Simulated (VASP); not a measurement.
# TiGaH4 (Cmcm) in VASP: single point with PBE

Aim: the single point of TiGaH4 with PBE.

Everything below comes from runs of VASP 6.6.1. Logs are shortened: lines on timing, memory, paths and dates and some standing lists are left out, and cuts for length are marked.

## Step 1: The crystal as given

The structure is orthorhombic, space group Cmcm (No. 63). The conventional cell has a = 6.819 Å, b = 6.269 Å, c = 6.840 Å, α = 90.00°, β = 90.00°, γ = 90.00°. H (site symmetry m) has 1 Ga at 1.58 Å as nearest neighbours. Around H (site symmetry m) lie 1 Ga at 1.53 Å. Ti (site symmetry m2m) has 6 H at 2.22 to 2.44 Å as nearest neighbours. Ga (site symmetry m2m) has 4 H at 1.53 to 1.58 Å as nearest neighbours.

The cell was built by a generator and needn't be a form met in nature.

## Step 2: Single point, PBE

Input file INCAR:

```
PREC = Accurate
ENCUT = 520
EDIFF = 1E-6
ISMEAR = -1
SIGMA = 0.0457
LREAL = F
LASPH = T
NELM = 80
ALGO = Fast
ISIF = 2
LWAVE = F
LCHARG = F
GGA = PE
NBANDS = 41
```

Input file KPOINTS:

```
regular mesh
0
Gamma
  7 7 5
```

Input file POSCAR:

```
TiGaH4
1.0
    3.4093130000      3.1343560000      0.0000000000
    3.4093130000     -3.1343560000      0.0000000000
    0.0000000000      0.0000000000     -6.8396900000
H Ti Ga
8 2 2
Direct
    0.1744000000      0.1998000000      0.7500000000
    0.8256000000      0.8002000000      0.2500000000
    0.1998000000      0.1744000000      0.2500000000
    0.8002000000      0.8256000000      0.7500000000
    0.6911000000      0.3089000000      0.5720000000
    0.3089000000      0.6911000000      0.0720000000
    0.3089000000      0.6911000000      0.4280000000
    0.6911000000      0.3089000000      0.9280000000
    0.3534000000      0.6466000000      0.7500000000
    0.6466000000      0.3534000000      0.2500000000
    0.8390000000      0.1610000000      0.7500000000
    0.1610000000      0.8390000000      0.2500000000
```

Potentials or basis: VASP PAW PBE potentials, release 64 (H, Ti_sv, Ga_d).

The run is started by

```console
cat potpaw_PBE.64/H/POTCAR potpaw_PBE.64/Ti_sv/POTCAR potpaw_PBE.64/Ga_d/POTCAR > POTCAR
mpirun -np 1 vasp_std > vasp.out
```

OUTCAR:

```text
PREC = Accurate
   ENCUT = 520
   EDIFF = 1E-6
   ISMEAR = -1
   LREAL = F
   LASPH = T
   NELM = 80
   ISIF = 2
   GGA = PE

 ion  position               nearest neighbor table
   1  0.174  0.200  0.750-  11 1.58
   2  0.826  0.800  0.250-  12 1.58
   3  0.200  0.174  0.250-  12 1.58
   4  0.800  0.826  0.750-  11 1.58
   5  0.691  0.309  0.572-  11 1.53
   6  0.309  0.691  0.072-  12 1.53
   7  0.309  0.691  0.428-  12 1.53
   8  0.691  0.309  0.928-  11 1.53
   9  0.353  0.647  0.750-
  10  0.647  0.353  0.250-
  11  0.839  0.161  0.750-   5 1.53   8 1.53   1 1.58   4 1.58
  12  0.161  0.839  0.250-   6 1.53   7 1.53   2 1.58   3 1.58

  LATTYP: Found a base centered orthorhombic cell.
 ALAT       =     6.2687120000
 B/A-ratio  =     1.0877236026
 C/A-ratio  =     1.0910837824

  Lattice vectors:

 A1 = (  -3.4093130000,   3.1343560000,   0.0000000000)
 A2 = (   3.4093130000,   3.1343560000,   0.0000000000)
 A3 = (   0.0000000000,   0.0000000000,  -6.8396900000)

Analysis of symmetry for initial positions (statically):
=====================================================================
 Subroutine PRICEL returns:
 Original cell was already a primitive cell.

 Routine SETGRP: Setting up the symmetry group for a
 base centered orthorhombic supercell.

 Subroutine GETGRP returns: Found  8 space group operations
 (whereof  4 operations were pure point group operations)
 out of a pool of  8 trial point group operations.

The static configuration has the point symmetry C_2h.
 The point group associated with its full space group is D_2h.

Analysis of symmetry for dynamics (positions and initial velocities):
=====================================================================
 Subroutine PRICEL returns:
 Original cell was already a primitive cell.

 Routine SETGRP: Setting up the symmetry group for a
 base centered orthorhombic supercell.

 Subroutine GETGRP returns: Found  8 space group operations
 (whereof  4 operations were pure point group operations)
 out of a pool of  8 trial point group operations.

The dynamic configuration has the point symmetry C_2h.
 The point group associated with its full space group is D_2h.

 Subroutine INISYM returns: Found  8 space group operations
 (whereof  4 operations are pure point group operations),
 and found     1 'primitive' translations

----------------------------------------------------------------------------------------

                                     Primitive cell

  volume of cell :     146.1779

  direct lattice vectors                    reciprocal lattice vectors
     3.409313000  3.134356000  0.000000000     0.146657112  0.159522403  0.000000000
     3.409313000 -3.134356000  0.000000000     0.146657112 -0.159522403  0.000000000
     0.000000000  0.000000000 -6.839690000     0.000000000  0.000000000 -0.146205457

  length of vectors
     4.631155651  4.631155651  6.839690000     0.216692652  0.216692652  0.146205457

  position of ions in fractional coordinates (direct lattice)
     0.174400000  0.199800000  0.750000000
     0.825600000  0.800200000  0.250000000
     0.199800000  0.174400000  0.250000000
     0.800200000  0.825600000  0.750000000
     0.691100000  0.308900000  0.572000000
     0.308900000  0.691100000  0.072000000
     0.308900000  0.691100000  0.428000000
     0.691100000  0.308900000  0.928000000
     0.353400000  0.646600000  0.750000000
     0.646600000  0.353400000  0.250000000
     0.839000000  0.161000000  0.750000000
     0.161000000  0.839000000  0.250000000

  ion indices of the primitive-cell ions
   primitive index   ion index
                 1           1
                 2           2
                 3           3
                 4           4
                 5           5
                 6           6
                 7           7
                 8           8
                 9           9
                10          10
                11          11
                12          12

----------------------------------------------------------------------------------------

 KPOINTS: regular mesh

Automatic generation of k-mesh.
 Grid dimensions read from file:
 generate k-points for:    7    7    5

 Generating k-lattice:

  Cartesian coordinates                     Fractional coordinates (reciprocal lattice)
     0.020951016  0.022788915  0.000000000     0.142857143  0.000000000  0.000000000
     0.020951016 -0.022788915  0.000000000     0.000000000  0.142857143  0.000000000
     0.000000000  0.000000000 -0.029241091     0.000000000  0.000000000  0.200000000

  Length of vectors
     0.030956093  0.030956093  0.029241091

  Shift w.r.t. Gamma in fractional coordinates (k-lattice)
     0.000000000  0.000000000  0.000000000

 Subroutine IBZKPT returns following result:
 ===========================================

 Found     48 irreducible k-points:

 Following reciprocal coordinates:
            Coordinates               Weight
  0.000000  0.000000  0.000000      1.000000
  0.142857  0.000000  0.000000      4.000000
  0.285714  0.000000  0.000000      4.000000
  0.428571  0.000000  0.000000      4.000000
  0.142857  0.142857  0.000000      2.000000
  0.285714  0.142857  0.000000      4.000000
[... 16 lines left out ...]
  0.428571  0.142857  0.200000      8.000000
 -0.428571  0.142857  0.200000      8.000000
 [... further k-points ...]
   k-points           NKPTS =     48   k-points in BZ     NKDIM =     48   number of bands    NBANDS=     41
   number of dos      NEDOS =    301   number of ions     NIONS =     12
   total plane-waves  NPLWV =  69984
   dimension x,y,z NGX =    36 NGY =   36 NGZ =   54
   dimension x,y,z NGXF=    72 NGYF=   72 NGZF=  108
   ions per type =               8   2   2
   NGX,Y,Z   is equivalent  to a cutoff of  12.92, 12.92, 13.13 a.u.
   NGXF,Y,Z  is equivalent  to a cutoff of  25.85, 25.85, 26.25 a.u.
 SYSTEM =  unknown system
   PREC   = accura    normal or accurate (medium, high low for compatibility)
   ISTART =      0    job   : 0-new  1-cont  2-samecut
   ICHARG =      2    charge: 1-file 2-atom 10-const
   ISPIN  =      1    spin polarized calculation?
   LNONCOLLINEAR =      F non collinear calculations
   LSORBIT =      F    spin-orbit coupling
   LASPH  =      T    aspherical Exc in radial PAW
   ENCUT  =  520.0 eV  38.22 Ry    6.18 a.u.   8.61  8.61 12.72*2*pi/ulx,y,z
   NELM   =     80;   NELMIN=  2; NELMDL= -5     # of ELM steps
   EDIFF  = 0.1E-05   stopping-criterion for ELM
   LREAL  =      F    real-space projection
   EDIFFG = 0.1E-04   stopping-criterion for IOM
   NSW    =      0    number of steps for IOM
   IBRION =     -1    ionic relax: 0-MD 1-quasi-New 2-CG
   NFREE  =      0    steps in history (QN), initial steepest desc. (CG)
   ISIF   =      2    stress and relaxation
   ISYM   =      2    0-nonsym 1-usesym 2-fastsym
   POTIM  = 0.5000    time-step for ionic-motion
   TEBEG  =    0.0;   TEEND  =   0.0 temperature during run
   PSTRESS=    0.0 pullay stress
   NELECT =      58.0000    total number of electrons
   NUPDOWN=      -1.0000    fix difference up-down
   EMIN   =  10.00;   EMAX   =-10.00  energy-range for DOS
   EFERMI =   0.00;   METHOD = LEGACY
   ISMEAR =    -1;   SIGMA  =   0.05  broadening in eV -4-tet -1-fermi 0-gaus
   EFERMI_NEDOS =   21; number of points for ismear=-14 and -15
   IALGO  =     68    algorithm
   IMIX   =      4    mixing-type and parameters
     AMIX     =   0.40;   BMIX     =  1.00
     AMIX_MAG =   1.60;   BMIX_MAG =  1.00
  volume/ion in A,a.u.               =      12.18        82.20
  Fermi-wavevector in a.u.,A,eV,Ry     =   1.202976  2.273295 19.689688  1.447151
  Thomas-Fermi vector in A             =   2.338742
   LORBIT       =      0    0 simple, 1 ext, 2 COOP (PROOUT), +10 PAW based schemes
   GGA     = PE    functional components
   LHFCALC =     F    Hartree Fock is set to
   AEXX    =    0.0000 exact exchange contribution
   IVDW    =     0    specifies the selected vdW correction
   LEPSILON=     F    determine dielectric tensor
   LRPA    =     F    only Hartree local field effects (RPA)
 non-spin polarized calculation
 RMM-DIIS sequential band-by-band and
  energy-cutoff  :      520.00
  volume of cell :      146.18
 maximum number of plane-waves:      3979
   NGX = 17   NGY = 17   NGZ = 25

 number of electron      57.9999994 magnetization

 Free energy of the ion-electron system (eV)
  ---------------------------------------------------
  ext. energy  EPLUGINS =         0.00000000
  ---------------------------------------------------
  free energy    TOTEN  =       -42.61857627 eV

  energy without entropy =      -42.53662719  energy(sigma->0) =      -42.57760173

 E-fermi :   3.3870     XC(G=0):  -8.8988

 val. band max:        3.3795706023   @ k =   0.1429   0.0000   0.2000
 cond. band min:       3.3884764152   @ k =   0.4286   0.1429   0.2000
 fundamental gap:      0.0089058130
 Fermi energy:         3.3869945200

 k-point     1 :       0.0000    0.0000    0.0000
  band No.  band energies     occupation
      1     -54.3337      2.00000
      2     -54.3328      2.00000
      3     -30.6814      2.00000
      4     -30.6805      2.00000
      5     -30.6269      2.00000
      6     -30.6245      2.00000
[... 33 lines left out ...]
     40       7.3311      0.00000
     41       7.6122      0.00000

 k-point     2 :       0.1429    0.0000    0.0000
  band No.  band energies     occupation
      1     -54.3337      2.00000
      2     -54.3328      2.00000
      3     -30.6816      2.00000
      4     -30.6807      2.00000
      5     -30.6271      2.00000
      6     -30.6247      2.00000
[... 33 lines left out ...]
     40       7.1343      0.00000
     41       7.1432      0.00000

 k-point     3 :       0.2857    0.0000    0.0000
  band No.  band energies     occupation
      1     -54.3336      2.00000
      2     -54.3328      2.00000
      3     -30.6822      2.00000
      4     -30.6810      2.00000
      5     -30.6275      2.00000
      6     -30.6252      2.00000
[... 33 lines left out ...]
     40       6.8244      0.00000
     41       7.6976      0.00000

 k-point     4 :       0.4286    0.0000    0.0000
  band No.  band energies     occupation
      1     -54.3336      2.00000
      2     -54.3327      2.00000
      3     -30.6827      2.00000
      4     -30.6814      2.00000
      5     -30.6278      2.00000
      6     -30.6255      2.00000
[... 825 lines left out ...]
     40       6.6117      0.00000
     41       7.2778      0.00000

 k-point    23 :       0.4286    0.1429    0.2000
  band No.  band energies     occupation
      1     -54.3335      2.00000
      2     -54.3328      2.00000
      3     -30.6828      2.00000
      4     -30.6817      2.00000
      5     -30.6278      2.00000
      6     -30.6260      2.00000
[... 33 lines left out ...]
     40       6.8762      0.00000
     41       7.2525      0.00000

 k-point    24 :      -0.4286    0.1429    0.2000
  band No.  band energies     occupation
      1     -54.3335      2.00000
      2     -54.3328      2.00000
      3     -30.6828      2.00000
      4     -30.6817      2.00000
      5     -30.6279      2.00000
      6     -30.6261      2.00000
[... 33 lines left out ...]
     40       6.6090      0.00000
     41       6.9891      0.00000

 [... further k-points ...]
[... 5 lines left out ...]
  --------------------------------------------------------------------------------------
  -------------------------------------------------------------------------------------
  Total       -3.2104360     -4.7971782     -2.8043554      0.0000000      0.0000000      0.0000000
  in kB      -35.1878704    -52.5793031    -30.7370390      0.0000000      0.0000000      0.0000000
  external PRESSURE =     -39.5014042 kB  Pullay stress =       0.0000000 kB

 VOLUME and BASIS-vectors are now :
 -----------------------------------------------------------------------------
  energy-cutoff  :      520.00
  volume of cell :      146.18
      direct lattice vectors                 reciprocal lattice vectors
     3.409313000  3.134356000  0.000000000     0.146657112  0.159522403  0.000000000
     3.409313000 -3.134356000  0.000000000     0.146657112 -0.159522403  0.000000000
     0.000000000  0.000000000 -6.839690000     0.000000000  0.000000000 -0.146205457

 POSITION                                       TOTAL-FORCE (eV/Angst)
 -----------------------------------------------------------------------------------
      1.27576     -0.07961     -5.12977         0.962683      0.536997      0.000000
      5.54286      0.07961     -1.70992        -0.962683     -0.536997      0.000000
      1.27576      0.07961     -1.70992         0.962683     -0.536997      0.000000
      5.54286     -0.07961     -5.12977        -0.962683      0.536997      0.000000
      3.40931      1.19795     -3.91230        -0.000000     -1.254407      1.598564
      3.40931     -1.19795     -0.49246        -0.000000      1.254407      1.598564
      3.40931     -1.19795     -2.92739        -0.000000      1.254407     -1.598564
      3.40931      1.19795     -6.34723        -0.000000     -1.254407     -1.598564
      3.40931     -0.91899     -5.12977        -0.000000      0.765100      0.000000
      3.40931      0.91899     -1.70992        -0.000000     -0.765100      0.000000
      3.40931      2.12509     -5.12977        -0.000000      0.812613      0.000000
      3.40931     -2.12509     -1.70992        -0.000000     -0.812613      0.000000
 -----------------------------------------------------------------------------------
    total drift:                                0.000000      0.000000      0.000000

  FREE ENERGIE OF THE ION-ELECTRON SYSTEM (eV)
  ---------------------------------------------------
  free  energy   TOTEN  =       -42.6185762731 eV

  energy  without entropy=      -42.5366271942  energy(sigma->0) =      -42.57760173
```

It took 10 min on 1 thread of Intel Xeon 6975P-C (Granite Rapids), shared host; peak memory 0.44 GiB.

What came out:

- Free energy: -42.6186 eV
- Pressure: -4.0 GPa
- Largest force: 2.032 eV/Å
- Band gap on the k mesh: none (metal or under the smearing width)

Forces on the atoms (eV/Å):
```
H    0.963  0.537  0.000
H   -0.963 -0.537  0.000
H    0.963 -0.537  0.000
H   -0.963  0.537  0.000
H    0.000 -1.254  1.599
H    0.000  1.254  1.599
H    0.000  1.254 -1.599
H    0.000 -1.254 -1.599
Ti   0.000  0.765  0.000
Ti   0.000 -0.765  0.000
Ga   0.000  0.813  0.000
Ga   0.000 -0.813  0.000
```

Stress tensor (GPa, compression positive):
```
-3.52  0.00  0.00
 0.00 -5.26  0.00
 0.00  0.00 -3.07
```

Levels at points of the mesh, in eV from the Fermi level:
| k point | band 25 | band 26 | band 27 | band 28 | band 29 | band 30 | band 31 | band 32 | band 33 | band 34 |
| --- | --- | --- | --- | --- | --- | --- | --- | --- | --- | --- |
| (0.00, 0.00, 0.00) | -4.31 | -4.23 | -0.82 | -0.34 | -0.30 | -0.18 | 0.05 | 0.08 | 0.21 | 0.28 |

Caveat: forces of over 1 eV/Å show positions far from the minimum, so gaps and moduli don't describe the material at rest.
